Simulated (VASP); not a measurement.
# MgC2 (P4_2/mnm) in VASP: further runs, part 2 of 2

VASP 6.6.1.

## 4. Relaxation of cell and atoms, PBE+ULG

File INCAR:

```
  PREC = Single
  ENCUT = 600
  EDIFF = 1E-7
  ISMEAR = 0
  SIGMA = 0.05
  LREAL = Auto
  LASPH = T
  NELM = 100
  ALGO = Normal
  ISIF = 3
  LWAVE = F
  LCHARG = F
  GGA = PE
  IVDW = 3
  IBRION = 2
  NSW = 40
  EDIFFG = -0.02
```

File MgC2.cif:

```cif
data_MgC2
_cell_length_a 3.95077700
_cell_length_b 3.95077700
_cell_length_c 4.98708900
_cell_angle_alpha 90.00000000
_cell_angle_beta 90.00000000
_cell_angle_gamma 90.00000000
_space_group_name_H-M_alt 'P4_2/mnm'
_space_group_name_Hall '-P 4n 2n'
_space_group_IT_number 136
loop_
_space_group_symop_operation_xyz
'x,y,z'
'-x,-y,-z'
'-y+1/2,x+1/2,z+1/2'
'y+1/2,-x+1/2,-z+1/2'
'-x,-y,z'
'x,y,-z'
'y+1/2,-x+1/2,z+1/2'
'-y+1/2,x+1/2,-z+1/2'
'x+1/2,-y+1/2,-z+1/2'
'-x+1/2,y+1/2,z+1/2'
'-y,-x,-z'
'y,x,z'
'-x+1/2,y+1/2,-z+1/2'
'x+1/2,-y+1/2,z+1/2'
'y,x,-z'
'-y,-x,z'
loop_
_atom_site_label
_atom_site_type_symbol
_atom_site_symmetry_multiplicity
_atom_site_Wyckoff_symbol
_atom_site_fract_x
_atom_site_fract_y
_atom_site_fract_z
_atom_site_occupancy
Mg1 Mg 2 b 0.0000000000 0.0000000000 0.5000000000 1
C1 C 4 f 0.3876550000 0.6123450000 0.5000000000 1
```

File KPOINTS:

```
Automatic mesh
0
Gamma
  7 7 6
```

File POSCAR:

```
Mg C 
 1.0000000000000000
     3.9507770000000000    0.0000000000000000    0.0000000000000000
     0.0000000000000000    3.9507770000000000    0.0000000000000000
     0.0000000000000000    0.0000000000000000    4.9870890000000001
 Mg  C  
   2   4
Cartesian
  0.0000000000000000  0.0000000000000000  2.4935445000000001
  1.9753885000000000  1.9753885000000000  0.0000000000000000
  1.5315384579350004  2.4192385420650000  2.4935445000000001
  2.4192385420649996  1.5315384579350000  2.4935445000000001
  3.5069269579349998  3.5069269579350002  0.0000000000000000
  0.4438500420649997  0.4438500420649997  0.0000000000000000
```

Potentials or basis: VASP PAW PBE potentials, release 54 (Mg, C).

Run with:

```console
> ase convert -i cif -o vasp MgC2.cif POSCAR
> cat potpaw_PBE.54/Mg/POTCAR potpaw_PBE.54/C/POTCAR > POTCAR
> mpirun -np 1 vasp_std > vasp.out
```

It took 1.8 min on 1 thread of Intel Xeon 6975P-C (Granite Rapids), shared host; peak memory 0.15 GiB.

These settings aren't checked as converged (typed here: PREC = Single; LREAL = Auto): the numbers below hold their error.

Results:

| Item | Value |
| --- | --- |
| Free energy | -37.9148 eV |
| Relaxed volume | 12.71 Å³/atom |
| Relaxed cell | a = 3.927 Å, b = 3.927 Å, c = 4.942 Å, α = 90.00°, β = 90.00°, γ = 90.00° |
| Space group after relaxing (to 0.05 Å) | P4_2/mnm (No. 136) |
| Energy gained by relaxing | 1.5 meV/atom |
| Ionic steps | 8 |
| Pressure after relaxing | -0.1 GPa |
| Largest force after relaxing | 0.020 eV/Å |
| Band gap on the k mesh | 2.51 eV, indirect (least direct gap 2.88 eV) |
| Dispersion energy per atom | -0.089 eV |

Caveat: the standard files for N, O and F lose accuracy on very short bonds; an odd mesh through Γ misses points on the zone boundary, where band edges often lie.

## 5. Single point, BLYP+D3 (cell strained at random at fixed volume)

File INCAR:

```
SYSTEM = MgC2
AGGAC = 1.0
AGGAX = 1.0
ALDAC = 0.0
ALDAX = 1.0
ALGO = Normal
EDIFF = 1E-6
ENCUT = 400
GGA = B5
ISIF = 2
ISMEAR = -1
IVDW = 11
LASPH = .TRUE.
LCHARG = .TRUE.
LELF = .TRUE.
LREAL = .FALSE.
LVHAR = .TRUE.
LWAVE = .FALSE.
NBANDS = 19
NELM = 100
PREC = Accurate
SIGMA = 0.05
VDW_S6 = 1.0
VDW_S8 = 1.682
VDW_SR = 1.094
VDW_SR8 = 1.0
```

File KPOINTS:

```
k-points
0
G
  7 7 6
  0 0 0
```

File POSCAR:

```
MgC2
1.0
    3.9346860000     -0.0110840000      0.0490990000
   -0.0110840000      3.9943310000      0.0336520000
    0.0619790000      0.0424790000      4.9540550000
Mg C
2 4
Direct
    0.0000000000      0.0000000000      0.5000000000
    0.5000000000      0.5000000000      0.0000000000
    0.3876550000      0.6123450000      0.5000000000
    0.1123450000      0.1123450000      0.0000000000
    0.6123450000      0.3876550000      0.5000000000
    0.8876550000      0.8876550000      0.0000000000
```

Potentials or basis: VASP PAW PBE potentials, release 64 (Mg, C_s).

Run with:

```console
> cat potpaw_PBE.64/Mg/POTCAR potpaw_PBE.64/C_s/POTCAR > POTCAR
> mpirun -np 1 vasp_std > vasp.out
```

OUTCAR:

```text
SYSTEM = MgC2
   EDIFF = 1E-6
   ENCUT = 400
   GGA = B5
   ISIF = 2
   ISMEAR = -1
   IVDW = 11
   LASPH = .TRUE.
   LREAL = .FALSE.
   NELM = 100
   PREC = Accurate
 IVDW          = 11

 ion  position               nearest neighbor table
   1  0.000  0.000  0.500-   3 2.18   5 2.18   6 2.54   4 2.54   4 2.57   6 2.57   5 2.86   3 2.86
                             5 2.88   3 2.88
   2  0.500  0.500  0.000-   4 2.17   6 2.17   3 2.55   5 2.55   3 2.56   5 2.56   4 2.87   6 2.87
                             6 2.89   4 2.89
   3  0.388  0.612  0.500-   5 1.26   1 2.18   2 2.55   2 2.56   1 2.86   1 2.88
   4  0.112  0.112  0.000-   6 1.26   2 2.17   1 2.54   1 2.57   2 2.87   2 2.89
   5  0.612  0.388  0.500-   3 1.26   1 2.18   2 2.55   2 2.56   1 2.86   1 2.88
   6  0.888  0.888  0.000-   4 1.26   2 2.17   1 2.54   1 2.57   2 2.87   2 2.89

  LATTYP: Found a triclinic cell.
 ALAT       =    10.2872486611
 B/A-ratio  =     0.3882950889
 C/A-ratio  =     0.9141247968
 COS(alpha) =     0.0043456081
 COS(beta)  =     0.5923458985
 COS(gamma) =     0.7826611247

  Lattice vectors:

 A1 = (  -3.9744970000,  -8.0200570000,  -5.0704580000)
 A2 = (   0.0110840000,  -3.9943310000,  -0.0336520000)
 A3 = (  -7.9313510000,  -0.0203110000,  -5.0522530000)

Analysis of symmetry for initial positions (statically):
=====================================================================
 Subroutine PRICEL returns:
 Original cell was already a primitive cell.

 Routine SETGRP: Setting up the symmetry group for a
 triclinic supercell.

 Subroutine GETGRP returns: Found  2 space group operations
 (whereof  2 operations were pure point group operations)
 out of a pool of  2 trial point group operations.

The static configuration has the point symmetry S_2 .

Analysis of symmetry for dynamics (positions and initial velocities):
=====================================================================
[... 140 lines left out ...]
  Fermi-wavevector in a.u.,A,eV,Ry     =   1.040752  1.966737 14.737365  1.083166
  Thomas-Fermi vector in A             =   2.175342
   LORBIT       =      0    0 simple, 1 ext, 2 COOP (PROOUT), +10 PAW based schemes
   GGA     = B5    functional components
   LHFCALC =     F    Hartree Fock is set to
   AEXX    =    0.0000 exact exchange contribution
   IVDW    =    11    specifies the selected vdW correction
   LEPSILON=     F    determine dielectric tensor
   LRPA    =     F    only Hartree local field effects (RPA)
 non-spin polarized calculation
  energy-cutoff  :      400.00
  volume of cell :       77.84
 maximum number of plane-waves:      1433
 NGX is ok and might be reduce to    28
   NGX = 13   NGY = 13   NGZ = 17

 number of electron      20.0000000 magnetization

 Free energy of the ion-electron system (eV)
  ---------------------------------------------------
  ext. energy  EPLUGINS =         0.00000000
  ---------------------------------------------------
  free energy    TOTEN  =       -34.81067846 eV

  energy without entropy =      -34.81067846  energy(sigma->0) =      -34.81067846

 E-fermi :   2.8992     XC(G=0):  -8.9678

 val. band max:        1.8522085735   @ k =   0.4286   0.4286   0.5000
 cond. band min:       4.6127135088   @ k =   0.0000   0.0000   0.0000
 fundamental gap:      2.7605049353
 Fermi energy:         2.8991897497

 k-point     1 :       0.0000    0.0000    0.0000
  band No.  band energies     occupation
      1     -10.9602      2.00000
      2     -10.1087      2.00000
      3      -1.4293      2.00000
      4      -1.2233      2.00000
      5      -1.1117      2.00000
      6      -1.0707      2.00000
[... 505 lines left out ...]
      6      -0.1262      2.00000
[... 11 lines left out ...]
     18      13.3553      0.00000
     19      13.8181      0.00000

 [... further k-points ...]

------------------------ aborting loop because EDIFF is reached ----------------------------------------

 Edisp (eV)   -1.49454

 E8    (eV) :    -1.0213

  FORCE on cell =-STRESS in cart. coord.  units (eV):
  Direction    XX          YY          ZZ          XY          YZ          ZX
  --------------------------------------------------------------------------------------
  -------------------------------------------------------------------------------------
  Total      -0.21352    -0.54292     1.06681     0.50020    -0.28195    -0.40648
  in kB      -4.39486   -11.17466    21.95758    10.29527    -5.80326    -8.36629
  external pressure =        2.13 kB  Pullay stress =        0.00 kB

 VOLUME and BASIS-vectors are now :
 -----------------------------------------------------------------------------
  energy-cutoff  :      400.00
  volume of cell :       77.84
      direct lattice vectors                 reciprocal lattice vectors
     3.934686000 -0.011084000  0.049099000     0.254191711  0.000732210 -0.003186410
    -0.011084000  3.994331000  0.033652000     0.000732210  0.250375012 -0.002156024
     0.061979000  0.042479000  4.954055000    -0.002524235 -0.001708009  0.201901070

 POSITION                                       TOTAL-FORCE (eV/Angst)
 -----------------------------------------------------------------------------------
      0.03099      0.02124      2.47703        -0.000000      0.000000      0.000000
      1.96180      1.99162      0.04138        -0.000000      0.000000      0.000000
      1.54950      2.46285      2.51667         0.300656     -0.254120     -0.023329
      0.44080      0.44750      0.00930         0.035659      0.086857      0.143316
      2.43608      1.56287      2.52014        -0.300656      0.254120      0.023329
      3.48280      3.53575      0.07345        -0.035659     -0.086857     -0.143316
 -----------------------------------------------------------------------------------
    total drift:                                0.000000     -0.000000      0.000000

  FREE ENERGIE OF THE ION-ELECTRON SYSTEM (eV)
  ---------------------------------------------------
  free  energy   TOTEN  =       -36.3052135547 eV

  energy  without entropy=      -36.3052135547  energy(sigma->0) =      -36.30521355
```

OSZICAR:

```text
N       E                     dE             d eps       ncg     rms          rms(c)
DAV:   1     0.789684220150E+02    0.78968E+02   -0.69337E+03  5624   0.773E+02
DAV:   2    -0.327445801323E+02   -0.11171E+03   -0.10237E+03  7000   0.318E+02
DAV:   3    -0.408967852200E+02   -0.81522E+01   -0.80719E+01  8056   0.638E+01
DAV:   4    -0.410728431307E+02   -0.17606E+00   -0.17582E+00  7344   0.116E+01
DAV:   5    -0.410792437378E+02   -0.64006E-02   -0.63992E-02  7772   0.205E+00    0.216E+01
DAV:   6    -0.353819961527E+02    0.56972E+01   -0.90064E+00  8871   0.269E+01    0.151E+01
DAV:   7    -0.348210544517E+02    0.56094E+00   -0.31368E+00  9010   0.134E+01    0.754E+00
DAV:   8    -0.348197935230E+02    0.12609E-02   -0.23889E-01  8673   0.496E+00    0.844E-01
DAV:   9    -0.348102716406E+02    0.95219E-02   -0.24666E-02  8810   0.160E+00    0.345E-01
DAV:  10    -0.348106153213E+02   -0.34368E-03   -0.94187E-04  7244   0.237E-01    0.166E-01
DAV:  11    -0.348106775459E+02   -0.62225E-04   -0.53470E-04  6928   0.146E-01    0.684E-02
DAV:  12    -0.348106794354E+02   -0.18894E-05   -0.26517E-05  8929   0.443E-02    0.265E-02
DAV:  13    -0.348106784614E+02    0.97400E-06   -0.35231E-06  7622   0.195E-02
   1 F= -.36305214E+02 E0= -.36305214E+02  d E =-.822416E-10
```

stdout:

```text
POSCAR found type information on POSCAR MgC
 POSCAR found :  2 types and       6 ions
 scaLAPACK will be used
 -----------------------------------------------------------------------------
|                                                                             |
|                                                                             |
|     You enforced a specific xc type in the INCAR file but a different       |
|     I HOPE YOU KNOW WHAT YOU ARE DOING!                                     |
|                                                                             |
 -----------------------------------------------------------------------------

 LDA part: xc-table for (Slater(with rela. corr.)+VWN5), standard interpolation
 POSCAR, INCAR and KPOINTS ok, starting setup
 FFT: planning ... GRIDC
 FFT: planning ... GRID_SOFT
 FFT: planning ... GRID
 WAVECAR not read
 entering main loop
```

It took 63 s on 1 thread of Intel Xeon 6975P-C (Granite Rapids), shared host; peak memory 0.26 GiB.

What came out:

* Free energy: -36.3052 eV
* Pressure: 0.2 GPa
* Largest force: 0.394 eV/Å
* Band gap on the k mesh: 2.76 eV, indirect (least direct gap 2.97 eV)
* Dispersion energy per atom: -0.249 eV

Forces on the atoms (eV/Å):
```
Mg   0.000  0.000  0.000
Mg   0.000  0.000  0.000
C    0.301 -0.254 -0.023
C    0.036  0.087  0.143
C   -0.301  0.254  0.023
C   -0.036 -0.087 -0.143
```

Caveat: the standard files for N, O and F lose accuracy on very short bonds; the PAW data sets were made with another functional, which shifts forces and pressure a little; an odd mesh through Γ misses points on the zone boundary, where band edges often lie.

## 6. Single point, PBE+MBD

File run.py:

```python
from ase import Atoms
from ase.calculators.vasp import Vasp
from ase.dft.bandgap import bandgap

atoms = Atoms(
    ['Mg', 'Mg', 'C', 'C', 'C', 'C'],
    cell=[[3.950777, 0.0, 0.0], [0.0, 3.950777, 0.0], [0.0, 0.0, 4.987089]],
    scaled_positions=[[0.0, 0.0, 0.5], [0.5, 0.5, 0.0], [0.387655, 0.612345, 0.5], [0.112345, 0.112345, 0.0], [0.612345, 0.387655, 0.5], [0.887655, 0.887655, 0.0]],
    pbc=True,
)
calc = Vasp(
    directory='calc',
    xc='pbe',
    pp='PBE',
    setups={'base': 'minimal', 'C': '_s'},
    prec='Accurate',
    encut=400,
    ediff=1e-07,
    ismear=-1,
    sigma=0.02,
    lreal=False,
    lasph=True,
    nelm=80,
    algo='Normal',
    isif=2,
    lwave=False,
    lcharg=True,
    ivdw=202,
    lelf=True,
    lvhar=True,
    kpts=[7, 7, 6],
    gamma=True,
    nbands=19,
)
atoms.calc = calc

print('energy (eV):', atoms.get_potential_energy())
print('free energy (eV):', atoms.get_potential_energy(force_consistent=True))
print('forces (eV/A):')
print(atoms.get_forces())
print('stress (eV/A^3, Voigt):', atoms.get_stress())
print('Fermi level (eV):', calc.get_fermi_level())
gap, top, bottom = bandgap(calc)
print('band gap (eV):', gap, 'from (spin, k, band)', top, 'to', bottom)
```

Potentials or basis: VASP PAW PBE potentials, release 64 (Mg, C_s).

Run with:

```console
> python run.py
```

Log:

```text
energy (eV): -38.86409738
free energy (eV): -38.86409738
forces (eV/A):
[[-0.          0.          0.        ]
 [-0.          0.          0.        ]
 [-0.66335749  0.66335749  0.        ]
 [ 0.66335749  0.66335749  0.        ]
 [ 0.66335749 -0.66335749  0.        ]
 [-0.66335749 -0.66335749  0.        ]]
stress (eV/A^3, Voigt): [ 0.0148287   0.0148287   0.02448906 -0.         -0.         -0.        ]
Fermi level (eV): 1.986435
band gap (eV): 2.5793999999999997 from (spin, k, band) (0, np.int64(39), np.int64(9)) to (0, np.int64(0), np.int64(10))
```

OUTCAR:

```text
ENCUT = 400.000000
   EDIFF = 1.00e-07
   GGA = PE
   PREC = Accurate
   ISIF = 2
   ISMEAR = -1
   NELM = 80
   IVDW = 202
   LASPH = .TRUE.
   LREAL = .FALSE.
  IVDW = 202

 ion  position               nearest neighbor table
   1  0.000  0.000  0.500-   3 2.17   5 2.17   4 2.57   6 2.57   4 2.57   6 2.57   5 2.86   3 2.86
                             5 2.86   3 2.86
   2  0.500  0.500  0.000-   4 2.17   6 2.17   5 2.57   3 2.57   3 2.57   5 2.57   4 2.86   4 2.86
                             6 2.86   6 2.86
   3  0.388  0.612  0.500-   5 1.26   1 2.17   2 2.57   2 2.57   1 2.86   1 2.86
   4  0.112  0.112  0.000-   6 1.26   2 2.17   1 2.57   1 2.57   2 2.86   2 2.86
   5  0.612  0.388  0.500-   3 1.26   1 2.17   2 2.57   2 2.57   1 2.86   1 2.86
   6  0.888  0.888  0.000-   4 1.26   2 2.17   1 2.57   1 2.57   2 2.86   2 2.86

  LATTYP: Found a simple tetragonal cell.
 ALAT       =     3.9507770000
 C/A-ratio  =     1.2623058705

  Lattice vectors:

 A1 = (   3.9507770000,   0.0000000000,   0.0000000000)
 A2 = (   0.0000000000,   3.9507770000,   0.0000000000)
 A3 = (   0.0000000000,   0.0000000000,   4.9870890000)

Analysis of symmetry for initial positions (statically):
[... 704 lines left out ...]
      6      -0.2249      2.00000
[... 11 lines left out ...]
     18      12.3034      0.00000
     19      12.7149      0.00000

 [... further k-points ...]

------------------------ aborting loop because EDIFF is reached ----------------------------------------

  Hirshfeld charges:
            ion         q(e)
   ------------------------------
      1     Mg       0.37997328
      2     Mg       0.37997328
      3     C       -0.18998664
      4     C       -0.18998664
      5     C       -0.18998664
      6     C       -0.18998664

  Tkatchenko/Scheffler method for vdW energy calculation

  Edisp (eV):   -1.65164

  FORCE on cell =-STRESS in cart. coord.  units (eV):
  Direction    XX          YY          ZZ          XY          YZ          ZX
  --------------------------------------------------------------------------------------
  -------------------------------------------------------------------------------------
  Total      -1.15429    -1.15429    -1.90627     0.00000     0.00000     0.00000
  in kB     -23.75819   -23.75819   -39.23579     0.00000     0.00000     0.00000
  external pressure =      -28.92 kB  Pullay stress =        0.00 kB

 VOLUME and BASIS-vectors are now :
 -----------------------------------------------------------------------------
  energy-cutoff  :      400.00
  volume of cell :       77.84
      direct lattice vectors                 reciprocal lattice vectors
     3.950777000  0.000000000  0.000000000     0.253114767  0.000000000  0.000000000
     0.000000000  3.950777000  0.000000000     0.000000000  0.253114767  0.000000000
     0.000000000  0.000000000  4.987089000     0.000000000  0.000000000  0.200517777

 POSITION                                       TOTAL-FORCE (eV/Angst)
 -----------------------------------------------------------------------------------
      0.00000      0.00000      2.49354        -0.000000      0.000000      0.000000
      1.97539      1.97539      0.00000        -0.000000      0.000000      0.000000
      1.53154      2.41924      2.49354        -0.663357      0.663357      0.000000
      0.44385      0.44385      0.00000         0.663357      0.663357      0.000000
      2.41924      1.53154      2.49354         0.663357     -0.663357      0.000000
      3.50693      3.50693      0.00000        -0.663357     -0.663357      0.000000
 -----------------------------------------------------------------------------------
    total drift:                                0.000000     -0.000000      0.000000

  FREE ENERGIE OF THE ION-ELECTRON SYSTEM (eV)
  ---------------------------------------------------
  free  energy   TOTEN  =       -38.8640973844 eV

  energy  without entropy=      -38.8640973844  energy(sigma->0) =      -38.86409738
```

INCAR:

```text
ENCUT = 400.000000
SIGMA = 0.020000
EDIFF = 1.00e-07
ALGO = Normal
GGA = PE
PREC = Accurate
ISIF = 2
ISMEAR = -1
NBANDS = 19
NELM = 80
IVDW = 202
LASPH = .TRUE.
LCHARG = .TRUE.
LELF = .TRUE.
LVHAR = .TRUE.
LWAVE = .FALSE.
LREAL = .FALSE.
```

Wall time 36 s (1 thread of Intel Xeon 6975P-C (Granite Rapids), shared host); peak memory 0.19 GiB.

What came out:

```yaml
Free_energy: -38.8641 eV
Pressure: -2.9 GPa
Largest_force: 0.938 eV/Å
Band_gap_on_the_k_mesh: 2.58 eV, indirect (least direct gap 2.97 eV)
Hirshfeld_charges: Mg +0.38; C -0.19 e
Dispersion_energy_per_atom: -0.275 eV
```

Forces in eV/Å, atoms in the order of the input:
```
Mg   0.000  0.000  0.000
Mg   0.000  0.000  0.000
C   -0.663  0.663  0.000
C    0.663  0.663  0.000
C    0.663 -0.663  0.000
C   -0.663 -0.663  0.000
```

Levels at points of the mesh, in eV from the valence-band top:
| k point | band 8 | band 9 | band 10 | band 11 | band 12 | band 13 |
| --- | --- | --- | --- | --- | --- | --- |
| (0.00, 0.00, 0.00) | -0.46 | -0.39 | -0.39 | 2.58 | 5.22 | 5.57 |
| (0.00, 0.00, 0.50) | -0.75 | -0.33 | -0.33 | 3.64 | 3.64 | 5.72 |

Caveat: the standard files for N, O and F lose accuracy on very short bonds; an odd mesh through Γ misses points on the zone boundary, where band edges often lie.

## 7. For comparison

An earlier run on the cell as given: functional PBE; potentials or basis VASP PAW PBE potentials, release 64 (Mg, C); cutoff 520 eV; k mesh 7 × 7 × 6; occupations fermi-dirac, width 0.05 eV; no spin polarisation.

* Pressure: -0.4 GPa
* Largest force: 0.018 eV/Å
* Band gap on the k mesh: 2.59 eV, indirect (least direct gap 2.96 eV)

## 8. The runs side by side

```csv
level,potentials or basis,cell,cutoff (eV),smearing,gap on the mesh (eV),pressure (GPa),largest force (eV/Å)
PBEsol,"VASP PAW PBE potentials, release 64 (Mg_pv, C)",as given,520,gaussian 0.1 eV,2.46,-2.0,0.09
BLYP+D3,"VASP PAW PBE potentials, release 64 (Mg, C_s)",cell strained at random at fixed volume,400,fermi-dirac 0.05 eV,2.76,0.2,0.39
PBE+MBD,"VASP PAW PBE potentials, release 64 (Mg, C_s)",as given,400,fermi-dirac 0.02 eV,2.58,-2.9,0.94
PBE,"VASP PAW PBE potentials, release 64 (Mg, C)",as given,520,fermi-dirac 0.05 eV,2.59,-0.4,0.02
```

Alike in all rows: task single point; no spin polarisation; k mesh 7 × 7 × 6.

Caveats: the standard files for N, O and F lose accuracy on very short bonds; an odd mesh through Γ misses points on the zone boundary, where band edges often lie; the PAW data sets were made with another functional, which shifts forces and pressure a little (some runs).

Total energies depend on the potentials used, so only differences within one code and one set of settings carry meaning.
